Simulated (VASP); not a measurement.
Consider the following.

AlTi is modelled in the tetragonal space group P4/mmm (No. 123), Pearson symbol tP2. Cell: a = b = 2.815 Å, c = 4.050 Å, α = β = γ = 90.00°. Ti on 1a is coordinated by 4 Ti at 2.815 Å and 8 Al at 2.839 Å (cuboctahedral). Al on 1d is surrounded by 4 Al at 2.815 Å and 8 Ti at 2.839 Å (cuboctahedral). (Neighbours: up to the widest gap in distance over summed covalent radii, below 1.35, at either atom.)

Level of theory: r2SCAN meta-GGA, VASP's PBE PAW potentials (set 64) (plane waves; VASP). Settings: 480 eV cut-off, 12×12×8 Γ-centred mesh, first-order Methfessel-Paxton smearing of 0.10 eV, potentials Ti_sv Al.

Each relaxation starts from this cell; other phases were not tried.

### Question
The cell is relaxed at 5 GPa. What happens?

### Answer
The volume per atom goes from 16.05 to 15.46 Å³ (-3.6 %), and the cell becomes a = b = 2.780 Å, c = 4.002 Å, α = β = γ = 90.00°, space group P4/mmm.

### Question
The cell is relaxed at 20 GPa. What happens?

### Answer
The volume per atom goes from 16.05 to 14.12 Å³ (-12.0 %), and the cell becomes a = 2.699 Å, b = 2.699 Å, c = 3.879 Å, α = 90.00°, β = 90.00°, γ = 90.00°, space group P4/mmm.

Failed runs are left out, and for metals the shear rows, which the mesh's noise covers.

The compound is TiAl in the L1_0 structure. The electron count is odd and the run is not spin-polarised, which forces a metal.
